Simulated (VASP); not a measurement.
Level of theory: PBEsol GGA, VASP's PBE PAW potentials (set 64) (plane waves; VASP).

The input files of a VASP run:

INCAR:
```
ALGO=Normal
EDIFF=1E-7
ENCUT=400
GGA=PS
ICHARG=11
ISMEAR=0
LASPH=.TRUE.
LCHARG=.FALSE.
LMAXMIX=4
LORBIT=11
LREAL=.FALSE.
LWAVE=.FALSE.
NELM=100
PREC=Accurate
SIGMA=0.05
SYSTEM=Bi2Se3
```

File KPOINTS:
```
k-points along high-symmetry lines
30
Line-mode
Reciprocal
  0.000000   0.000000   0.000000 ! GAMMA
  0.500000   0.000000   0.000000 ! M

  0.500000   0.000000   0.000000 ! M
  0.333333   0.333333   0.000000 ! K

  0.333333   0.333333   0.000000 ! K
  0.000000   0.000000   0.000000 ! GAMMA
```

### POSCAR
```
Bi2Se3
1
    4.1036495665     0.0000000000     0.0000000000
   -2.0518247832     3.5538651311     0.0000000000
   -0.0000000000    -0.0000000000    22.9269953504
Bi Se
2 3
Direct
  0.3333330000   0.6666670000   0.4161971454
  0.0000000000   0.0000000000   0.5838028546
  0.0000000000   1.0000000000   0.3477289622
  0.6666670000   0.3333330000   0.5000000000
  0.3333330000   0.6666670000   0.6522710378
```

POTCAR, in this order: Bi_d Se (PBE.64 set). Program: vasp_std. Read from the step before: CHGCAR.

The resulting files:

File OSZICAR:
```
       N       E                     dE             d eps       ncg     rms          rms(c)
DAV:   1     0.381716411778E+03    0.38172E+03   -0.19538E+04  6368   0.119E+03
DAV:   2     0.187696052513E+02   -0.36295E+03   -0.35643E+03  6376   0.318E+02
DAV:   3    -0.193537772245E+02   -0.38123E+02   -0.37262E+02  6064   0.125E+02
DAV:   4    -0.209438732592E+02   -0.15901E+01   -0.15738E+01  6408   0.268E+01
DAV:   5    -0.210003375459E+02   -0.56464E-01   -0.56349E-01  6920   0.455E+00
DAV:   6    -0.210015783146E+02   -0.12408E-02   -0.12383E-02  7280   0.669E-01
DAV:   7    -0.210016218399E+02   -0.43525E-04   -0.43511E-04  7152   0.952E-02
DAV:   8    -0.210016235697E+02   -0.17298E-05   -0.17296E-05  7460   0.157E-02
DAV:   9    -0.210016236600E+02   -0.90300E-07   -0.90224E-07  5312   0.278E-03
   1 F= -.21001624E+02 E0= -.21001624E+02  d E =-.173839E-11
```

OUTCAR:
```
 val. band max:       -1.6159271998   @ k =   0.2069   0.0000   0.0000

 cond. band min:      -0.7624702135   @ k =   0.0000   0.0000   0.0000



 k-point     1 :       0.0000    0.0000    0.0000
  band No.  band energies     occupation
      1     -24.0946      2.00000
      2     -24.0946      2.00000
      3     -24.0925      2.00000
      4     -24.0925      2.00000
      5     -24.0817      2.00000
      6     -24.0790      2.00000
      7     -24.0700      2.00000
      8     -24.0700      2.00000
      9     -24.0670      2.00000
     10     -24.0670      2.00000
     11     -15.5137      2.00000
     12     -14.9503      2.00000
     13     -13.7865      2.00000
     14     -10.8254      2.00000
     15      -9.5757      2.00000
     16      -3.4097      2.00000
     17      -2.9217      2.00000
     18      -2.9217      2.00000
     19      -2.6525      2.00000
     20      -2.6525      2.00000
     21      -2.3781      2.00000
     22      -2.2795      2.00000
     23      -2.2795      2.00000
     24      -1.9991      2.00000
     25      -0.7625      0.00000
     26       0.5425      0.00000
     27       0.5425      0.00000
     28       1.0552      0.00000

 k-point     2 :       0.0172    0.0000    0.0000
  band No.  band energies     occupation
      1     -24.0946      2.00000
      2     -24.0945      2.00000
      3     -24.0926      2.00000
      4     -24.0925      2.00000
      5     -24.0817      2.00000
      6     -24.0790      2.00000
      7     -24.0701      2.00000
      8     -24.0701      2.00000
      9     -24.0670      2.00000
     10     -24.0670      2.00000
     11     -15.5109      2.00000
     12     -14.9477      2.00000
     13     -13.7850      2.00000
     14     -10.8260      2.00000
     15      -9.5799      2.00000
     16      -3.4172      2.00000
     17      -2.9518      2.00000
     18      -2.9320      2.00000
     19      -2.6855      2.00000
     20      -2.6557      2.00000
     21      -2.3641      2.00000
...
```

The density is held fixed in this step, so its total energy and stress have no physical meaning. The cell holds a wide vacuum, so values per volume refer to the whole cell. Unless said otherwise, spin-orbit coupling is left out, though it shifts the bands of the heavy elements here.

The cell is a sheet with vacuum, built from a generated structure.
